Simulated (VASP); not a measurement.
An input for Quantum ESPRESSO's pw.x (written as the equivalent of a VASP run, and not itself run):

```
&CONTROL
  calculation = 'scf'
  pseudo_dir = './pseudo'
  outdir = './out'
  tprnfor = .true.
  tstress = .true.
/
&SYSTEM
  ibrav = 0
  nat = 8
  ntyp = 3
  ecutwfc = 88
  occupations = 'tetrahedra'
  input_dft = 'pbesol'
/
&ELECTRONS
  conv_thr = 7.3e-09
  electron_maxstep = 100
/
ATOMIC_SPECIES
  Zn 65.380 Zn.upf
  Te 127.600 Te.upf
  Be 9.012 Be.upf
CELL_PARAMETERS angstrom
     5.7300952    0.0000000    0.0000000
     0.0000000    5.7300952    0.0000000
    -0.0000000    0.0000000    5.7300952
ATOMIC_POSITIONS crystal
  Zn   0.0000000  1.0000000  0.0000000
  Te   0.2601491  0.2601491  0.2601491
  Te   0.7398509  0.7398509  0.2601491
  Te   0.7398509  0.2601491  0.7398509
  Te   0.2601491  0.7398509  0.7398509
  Be   0.5000000  0.5000000  0.0000000
  Be   0.5000000  1.0000000  0.5000000
  Be   0.0000000  0.5000000  0.5000000
K_POINTS automatic
  5 5 5 0 0 0
```

Translate this input to VASP (INCAR, KPOINTS, POSCAR, choice of POTCAR).

This is not unique; one that fits is 
**INCAR**
```
SYSTEM=Be3ZnTe4
PREC=Accurate; ENCUT=400; LREAL=.False.
LASPH=.True.
EDIFF=1E-7; NELM=100; ALGO=Normal
LMAXMIX=4
ISMEAR=-5
GGA=PS
ISIF=2
LWAVE=.False.; LCHARG=.True.; LORBIT=11
NEDOS=601
LEFG=.True.
```

**POSCAR**
```
Be3ZnTe4
5.7300950
  1.0000000409   0.0000000000   0.0000000000
  0.0000000000   1.0000000409   0.0000000000
  0.0000000000   0.0000000000   1.0000000409
Zn Te Be
1 4 3
Cart
  0.0000000000   1.0000000409   0.0000000000
  0.2601491456   0.2601491456   0.2601491456
  0.7398508952   0.7398508952   0.2601491456
  0.7398508952   0.2601491456   0.7398508952
  0.2601491456   0.7398508952   0.7398508952
  0.5000000204   0.5000000204   0.0000000000
  0.5000000204   1.0000000409   0.5000000204
  0.0000000000   0.5000000204   0.5000000204
```

KPOINTS:
```
Automatic mesh
0
G
5 5 5
```

POTCAR, in this order: Zn Te Be (PBE.64 set). Program: vasp_std.

The two are equivalent in intent, not identical: the potentials are each code's own (VASP's PAW set, PseudoDojo norm-conserving files in pw.x), so ENCUT and ecutwfc are chosen apart and not converted; conv_thr bounds pw.x's estimated SCF error, while EDIFF bounds the energy change between steps; the field gradients of LEFG aren't asked of the other code.

The structure was generated: Be3ZnTe4 was put into an ordered model structure (P-43m), which need not be its known phase. It was relaxed first.
